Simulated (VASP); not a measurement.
```
CdO
1.0
    0.00000     2.35355     2.35355
    2.35355     0.00000     2.35355
    2.35355     2.35355     0.00000
Cd O
1 1
Cartesian
  0.00000   0.00000   0.00000
  2.35355   2.35355   2.35355
```

Level of theory: PBEsol GGA, VASP's PBE PAW potentials (set 64) (plane waves; VASP 6.6.1). Run with 520 eV cut-off, Gaussian smearing of 0.050 eV, potentials Cd O.

Question: Give the energies of bands 2 to 10 at the high-symmetry points, in eV from the Fermi level.

Answer: 
```json
[
 {"band": "2", "Γ": "-6.63", "X": "-7.09", "U": "-7.07", "L": "-7.62", "W": "-6.83"},
 {"band": "3", "Γ": "-6.63", "X": "-6.05", "U": "-6.62", "L": "-7.23", "W": "-6.77"},
 {"band": "4", "Γ": "-6.63", "X": "-5.93", "U": "-6.46", "L": "-7.23", "W": "-6.77"},
 {"band": "5", "Γ": "-6.32", "X": "-5.93", "U": "-6.02", "L": "-6.07", "W": "-5.92"},
 {"band": "6", "Γ": "-6.32", "X": "-5.62", "U": "-5.91", "L": "-6.07", "W": "-5.72"},
 {"band": "7", "Γ": "-1.32", "X": "-4.36", "U": "-3.40", "L": "-3.80", "W": "-2.99"},
 {"band": "8", "Γ": "-1.32", "X": "-2.30", "U": "-2.88", "L": "0.03", "W": "-2.99"},
 {"band": "9", "Γ": "-1.32", "X": "-2.30", "U": "-1.24", "L": "0.03", "W": "-1.87"},
 {"band": "10", "Γ": "-0.52", "X": "3.77", "U": "5.33", "L": "4.31", "W": "5.91"}
]
```

It has no gap at this level: it comes out as a metal or semimetal.

The compound is CdO in the rock salt structure. It was relaxed first.
